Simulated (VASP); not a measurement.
Be$_{3}$HgTe$_{4}$ (ordered alloy cell): computed properties

These are PBEsol GGA, VASP's PBE PAW potentials (set 64) (plane waves; VASP) values and carry that method's errors.

| Property | Result |
|---|---|
| space group | Amm2 (38) |
| cell | a = 4.113 Å, b = 8.289 Å, c = 11.771 Å, α = β = γ = 90.00° |
| volume per atom | 25.08 Å³/atom |
| band gap (over mesh and band path) | 0.61 eV |
| smallest direct gap (over mesh and band path) | 0.85 eV |
| band-edge character | indirect, Γ to T |
| density | 6.11 g/cm³ |

Space group Amm2 (No. 38); a = 4.113 Å, b = 8.289 Å, c = 11.771 Å, α = 90.00°, β = 90.00°, γ = 90.00°

```json
[
 {"atom": "Hg", "site": "2b", "symmetry": "mm2", "x": "0.5000", "y": "0.5000", "z": "0.5040"},
 {"atom": "Te", "site": "2a", "symmetry": "mm2", "x": "0.0000", "y": "0.0000", "z": "0.8519"},
 {"atom": "Te", "site": "4e", "symmetry": "m..", "x": "0.5000", "y": "0.2701", "z": "0.1349"},
 {"atom": "Te", "site": "2a", "symmetry": "mm2", "x": "0.0000", "y": "0.0000", "z": "0.3752"},
 {"atom": "Be", "site": "4d", "symmetry": "m..", "x": "0.0000", "y": "0.2490", "z": "0.2494"},
 {"atom": "Be", "site": "2b", "symmetry": "mm2", "x": "0.5000", "y": "0.5000", "z": "0.0002"}
]
```
(The calculation used a cell of 8 atoms; values per cell refer to that cell.)

Unless said otherwise, spin-orbit coupling is left out, though it shifts the bands of the heavy elements here.

The structure was generated: Be3HgTe4 was put into an ordered model structure (Amm2), which need not be its known phase. It was relaxed first. Symmetry was kept, so distortions that lower it aren't found.
